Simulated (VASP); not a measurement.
# ScZnF2 (P4/mmm) in VASP: single point with PBE

Aim: the single point of ScZnF2 with PBE.

Everything below comes from runs of VASP 6.6.1. Logs are shortened: lines on timing, memory, paths and dates and some standing lists are left out, and cuts for length are marked.

## (1) The crystal as given

Symmetry: P4/mmm, No. 123, tetragonal system. Conventional cell: a = 4.474 Å, b = 4.474 Å, c = 2.823 Å, α = 90.00°, β = 90.00°, γ = 90.00°. Sc (site symmetry 4/mmm) has 8 F at 2.65 Å and 2 Sc at 2.82 Å as nearest neighbours. Zn (site symmetry 4/mmm) has 4 F at 2.24 Å as nearest neighbours. F (site symmetry mmm) is surrounded by 2 Zn at 2.24 Å.

The cell was built by a generator and needn't be a form met in nature.

## (2) Single point, PBE

Contents of INCAR:

```
SYSTEM = ScZnF2
PREC = Accurate
ENCUT = 520
EDIFF = 1E-7
ISMEAR = 0
SIGMA = 0.1
LREAL = .False.
LASPH = .True.
NELM = 100
ALGO = Fast
ISIF = 2
LWAVE = .False.
LCHARG = .False.
GGA = PE
NBANDS = 26
```

Contents of KPOINTS:

```
regular mesh
0
Gamma
  10 10 16
  0 0 0
```

Contents of POSCAR:

```
ScZnF2
1.0
    4.4740400708      0.0000000000      0.0000000000
    0.0000000000      4.4740400708      0.0000000000
    0.0000000000      0.0000000000      2.8231164807
Sc Zn F
1 1 2
Direct
    0.5000000000      0.5000000000      0.5000000000
    0.0000000000      0.0000000000      0.0000000000
    0.5000000000      0.0000000000      0.0000000000
    0.0000000000      0.5000000000      0.0000000000
```

Potentials or basis: VASP PAW PBE potentials, release 64 (Sc_sv, Zn, F).

Launch:

```bash
cat potpaw_PBE.64/Sc_sv/POTCAR potpaw_PBE.64/Zn/POTCAR potpaw_PBE.64/F/POTCAR > POTCAR
mpirun -np 1 vasp_std > vasp.out
```

OUTCAR:

```text
SYSTEM = ScZnF2
   PREC = Accurate
   ENCUT = 520
   EDIFF = 1E-7
   ISMEAR = 0
   LREAL = .False.
   LASPH = .True.
   NELM = 100
   ISIF = 2
   GGA = PE

 ion  position               nearest neighbor table
   1  0.500  0.500  0.500-   3 2.65   4 2.65   3 2.65   4 2.65   3 2.65   3 2.65   4 2.65   4 2.65

   2  0.000  0.000  0.000-   3 2.24   4 2.24   4 2.24   3 2.24
   3  0.500  0.000  0.000-   2 2.24   2 2.24   1 2.65   1 2.65   1 2.65   1 2.65
   4  0.000  0.500  0.000-   2 2.24   2 2.24   1 2.65   1 2.65   1 2.65   1 2.65

  LATTYP: Found a simple tetragonal cell.
 ALAT       =     4.4740400708
 C/A-ratio  =     0.6309993733

  Lattice vectors:

 A1 = (   4.4740400708,   0.0000000000,   0.0000000000)
 A2 = (   0.0000000000,   4.4740400708,   0.0000000000)
 A3 = (   0.0000000000,   0.0000000000,   2.8231164807)

Analysis of symmetry for initial positions (statically):
=====================================================================
 Subroutine PRICEL returns:
 Original cell was already a primitive cell.

 Routine SETGRP: Setting up the symmetry group for a
 simple tetragonal supercell.

 Subroutine GETGRP returns: Found 16 space group operations
 (whereof 16 operations were pure point group operations)
 out of a pool of 16 trial point group operations.

The static configuration has the point symmetry D_4h.

Analysis of symmetry for dynamics (positions and initial velocities):
=====================================================================
 Subroutine PRICEL returns:
 Original cell was already a primitive cell.

 Routine SETGRP: Setting up the symmetry group for a
 simple tetragonal supercell.

 Subroutine GETGRP returns: Found 16 space group operations
 (whereof 16 operations were pure point group operations)
 out of a pool of 16 trial point group operations.

The dynamic configuration has the point symmetry D_4h.

 Subroutine INISYM returns: Found 16 space group operations
 (whereof 16 operations are pure point group operations),
 and found     1 'primitive' translations

----------------------------------------------------------------------------------------

                                     Primitive cell

  volume of cell :      56.5104

  direct lattice vectors                    reciprocal lattice vectors
     4.474040071  0.000000000  0.000000000     0.223511632  0.000000000  0.000000000
     0.000000000  4.474040071  0.000000000     0.000000000  0.223511632  0.000000000
     0.000000000  0.000000000  2.823116481     0.000000000  0.000000000  0.354218470

  length of vectors
     4.474040071  4.474040071  2.823116481     0.223511632  0.223511632  0.354218470

  position of ions in fractional coordinates (direct lattice)
     0.500000000  0.500000000  0.500000000
     0.000000000  0.000000000  0.000000000
     0.500000000  0.000000000  0.000000000
     0.000000000  0.500000000  0.000000000

  ion indices of the primitive-cell ions
   primitive index   ion index
                 1           1
                 2           2
                 3           3
                 4           4

----------------------------------------------------------------------------------------

 KPOINTS: regular mesh

Automatic generation of k-mesh.
 Grid dimensions read from file:
 generate k-points for:   10   10   16

 Generating k-lattice:

  Cartesian coordinates                     Fractional coordinates (reciprocal lattice)
     0.022351163  0.000000000  0.000000000     0.100000000  0.000000000  0.000000000
     0.000000000  0.022351163  0.000000000     0.000000000  0.100000000  0.000000000
     0.000000000  0.000000000  0.022138654     0.000000000  0.000000000  0.062500000

  Length of vectors
     0.022351163  0.022351163  0.022138654

  Shift w.r.t. Gamma in fractional coordinates (k-lattice)
     0.000000000  0.000000000  0.000000000

 Subroutine IBZKPT returns following result:
 ===========================================

 Found    189 irreducible k-points:

 Following reciprocal coordinates:
            Coordinates               Weight
  0.000000  0.000000  0.000000      1.000000
  0.100000  0.000000  0.000000      4.000000
  0.200000  0.000000  0.000000      4.000000
  0.300000  0.000000  0.000000      4.000000
  0.400000  0.000000  0.000000      4.000000
  0.500000  0.000000  0.000000      2.000000
[... 16 lines left out ...]
  0.100000  0.000000  0.062500      8.000000
  0.200000  0.000000  0.062500      8.000000
 [... further k-points ...]
   k-points           NKPTS =    189   k-points in BZ     NKDIM =    189   number of bands    NBANDS=     26
   number of dos      NEDOS =    301   number of ions     NIONS =      4
   total plane-waves  NPLWV =  31104
   dimension x,y,z NGX =    36 NGY =   36 NGZ =   24
   dimension x,y,z NGXF=    72 NGYF=   72 NGZF=   48
   ions per type =               1   1   2
   NGX,Y,Z   is equivalent  to a cutoff of  13.38, 13.38, 14.13 a.u.
   NGXF,Y,Z  is equivalent  to a cutoff of  26.75, 26.75, 28.27 a.u.
 SYSTEM =  ScZnF2
   PREC   = accura    normal or accurate (medium, high low for compatibility)
   ISTART =      0    job   : 0-new  1-cont  2-samecut
   ICHARG =      2    charge: 1-file 2-atom 10-const
   ISPIN  =      1    spin polarized calculation?
   LNONCOLLINEAR =      F non collinear calculations
   LSORBIT =      F    spin-orbit coupling
   LASPH  =      T    aspherical Exc in radial PAW
   ENCUT  =  520.0 eV  38.22 Ry    6.18 a.u.   8.32  8.32  5.25*2*pi/ulx,y,z
   NELM   =    100;   NELMIN=  2; NELMDL= -5     # of ELM steps
   EDIFF  = 0.1E-06   stopping-criterion for ELM
   LREAL  =      F    real-space projection
   EDIFFG = 0.1E-05   stopping-criterion for IOM
   NSW    =      0    number of steps for IOM
   IBRION =     -1    ionic relax: 0-MD 1-quasi-New 2-CG
   NFREE  =      0    steps in history (QN), initial steepest desc. (CG)
   ISIF   =      2    stress and relaxation
   ISYM   =      2    0-nonsym 1-usesym 2-fastsym
   POTIM  = 0.5000    time-step for ionic-motion
   TEBEG  =    0.0;   TEEND  =   0.0 temperature during run
   PSTRESS=    0.0 pullay stress
   NELECT =      37.0000    total number of electrons
   NUPDOWN=      -1.0000    fix difference up-down
   EMIN   =  10.00;   EMAX   =-10.00  energy-range for DOS
   EFERMI =   0.00;   METHOD = LEGACY
   ISMEAR =     0;   SIGMA  =   0.10  broadening in eV -4-tet -1-fermi 0-gaus
   EFERMI_NEDOS =   21; number of points for ismear=-14 and -15
   IALGO  =     68    algorithm
   IMIX   =      4    mixing-type and parameters
     AMIX     =   0.40;   BMIX     =  1.00
     AMIX_MAG =   1.60;   BMIX_MAG =  1.00
  volume/ion in A,a.u.               =      14.13        95.34
  Fermi-wavevector in a.u.,A,eV,Ry     =   1.421562  2.686363 27.495188  2.020839
  Thomas-Fermi vector in A             =   2.542359
   LORBIT       =      0    0 simple, 1 ext, 2 COOP (PROOUT), +10 PAW based schemes
   GGA     = PE    functional components
   LHFCALC =     F    Hartree Fock is set to
   AEXX    =    0.0000 exact exchange contribution
   IVDW    =     0    specifies the selected vdW correction
   LEPSILON=     F    determine dielectric tensor
   LRPA    =     F    only Hartree local field effects (RPA)
 non-spin polarized calculation
 RMM-DIIS sequential band-by-band and
 Gauss-broadening in eV      SIGMA  =   0.10
  energy-cutoff  :      520.00
  volume of cell :       56.51
 maximum number of plane-waves:      1546
 NGX is ok and might be reduce to    36
   NGX = 17   NGY = 17   NGZ = 11

 number of electron      37.0000025 magnetization

 Free energy of the ion-electron system (eV)
  ---------------------------------------------------
  ext. energy  EPLUGINS =         0.00000000
  ---------------------------------------------------
  free energy    TOTEN  =       -17.38207736 eV

  energy without entropy =      -17.37701633  energy(sigma->0) =      -17.37954685

 E-fermi :   4.2449     XC(G=0): -10.4373

 val. band max:        4.2282434234   @ k =   0.4000   0.2000   0.4375
 cond. band min:       4.2495000808   @ k =   0.4000   0.4000   0.3750
 fundamental gap:      0.0212566574
 Fermi energy:         4.2449287342

 k-point     1 :       0.0000    0.0000    0.0000
  band No.  band energies     occupation
      1     -46.7542      2.00000
      2     -25.5131      2.00000
      3     -25.5131      2.00000
      4     -24.7092      2.00000
      5     -21.1529      2.00000
      6     -20.9251      2.00000
[... 18 lines left out ...]
     25       9.2182      0.00000
     26       9.2182      0.00000

 k-point     2 :       0.1000    0.0000    0.0000
  band No.  band energies     occupation
      1     -46.7542      2.00000
      2     -25.5175      2.00000
      3     -25.5130      2.00000
      4     -24.7091      2.00000
      5     -21.1423      2.00000
      6     -20.9253      2.00000
[... 18 lines left out ...]
     25       9.2989      0.00000
     26       9.3280      0.00000

 k-point     3 :       0.2000    0.0000    0.0000
  band No.  band energies     occupation
      1     -46.7541      2.00000
      2     -25.5289      2.00000
      3     -25.5128      2.00000
      4     -24.7090      2.00000
      5     -21.1133      2.00000
      6     -20.9276      2.00000
[... 18 lines left out ...]
     25       9.5368      0.00000
     26       9.6313      0.00000

 k-point     4 :       0.3000    0.0000    0.0000
  band No.  band energies     occupation
      1     -46.7539      2.00000
      2     -25.5429      2.00000
      3     -25.5126      2.00000
      4     -24.7088      2.00000
      5     -21.0742      2.00000
      6     -20.9337      2.00000
[... 18 lines left out ...]
     25       9.9206      0.00000
     26      10.1126      0.00000
[... 496 lines left out ...]
      1     -46.7504      2.00000
      2     -25.5096      2.00000
      3     -25.5096      2.00000
      4     -24.7409      2.00000
      5     -21.1405      2.00000
      6     -20.9165      2.00000
[... 18 lines left out ...]
     25       9.2666      0.00000
     26       9.2666      0.00000

 k-point    23 :       0.1000    0.0000    0.0625
  band No.  band energies     occupation
      1     -46.7504      2.00000
      2     -25.5138      2.00000
      3     -25.5095      2.00000
      4     -24.7407      2.00000
      5     -21.1302      2.00000
      6     -20.9170      2.00000
[... 18 lines left out ...]
     25       9.3481      0.00000
     26       9.3847      0.00000

 k-point    24 :       0.2000    0.0000    0.0625
  band No.  band energies     occupation
      1     -46.7502      2.00000
      2     -25.5249      2.00000
      3     -25.5093      2.00000
      4     -24.7403      2.00000
      5     -21.1021      2.00000
      6     -20.9197      2.00000
[... 18 lines left out ...]
     25       9.5879      0.00000
     26       9.7073      0.00000

 [... further k-points ...]

------------------------ aborting loop because EDIFF is reached ----------------------------------------

  FORCE on cell =-STRESS in cart. coord.  units (eV):
  Direction    XX          YY          ZZ          XY          YZ          ZX
  --------------------------------------------------------------------------------------
  -------------------------------------------------------------------------------------
  Total        0.0084340      0.0084340     -0.0405073      0.0000000      0.0000000     -0.0000000
  in kB        0.2391189      0.2391189     -1.1484574      0.0000000      0.0000000     -0.0000000
  external PRESSURE =      -0.2234065 kB  Pullay stress =       0.0000000 kB

 VOLUME and BASIS-vectors are now :
 -----------------------------------------------------------------------------
  energy-cutoff  :      520.00
  volume of cell :       56.51
      direct lattice vectors                 reciprocal lattice vectors
     4.474040071  0.000000000  0.000000000     0.223511632  0.000000000  0.000000000
     0.000000000  4.474040071  0.000000000     0.000000000  0.223511632  0.000000000
     0.000000000  0.000000000  2.823116481     0.000000000  0.000000000  0.354218470

 POSITION                                       TOTAL-FORCE (eV/Angst)
 -----------------------------------------------------------------------------------
      2.23702      2.23702      1.41156         0.000000      0.000000      0.000000
      0.00000      0.00000      0.00000         0.000000      0.000000      0.000000
      2.23702      0.00000      0.00000         0.000000      0.000000      0.000000
      0.00000      2.23702      0.00000         0.000000      0.000000      0.000000
 -----------------------------------------------------------------------------------
    total drift:                                0.000000      0.000000     -0.000000

  FREE ENERGIE OF THE ION-ELECTRON SYSTEM (eV)
  ---------------------------------------------------
  free  energy   TOTEN  =       -17.3820773609 eV

  energy  without entropy=      -17.3770163309  energy(sigma->0) =      -17.37954685
```

It took 6.1 min on 1 thread of Intel Xeon Platinum 8259CL at 2.50GHz (Skylake/Cascade Lake), shared host; peak memory 0.39 GiB.

Results:

* Free energy: -17.3821 eV
* Pressure: 0.0 GPa
* Band gap on the k mesh: none (metal or under the smearing width)

Stress tensor (GPa, compression positive):
```
 0.02  0.00  0.00
 0.00  0.02  0.00
 0.00  0.00 -0.11
```

Caveat: an odd number of electrons without spin polarisation forces a metal; a magnetic or distorted state may lie lower.
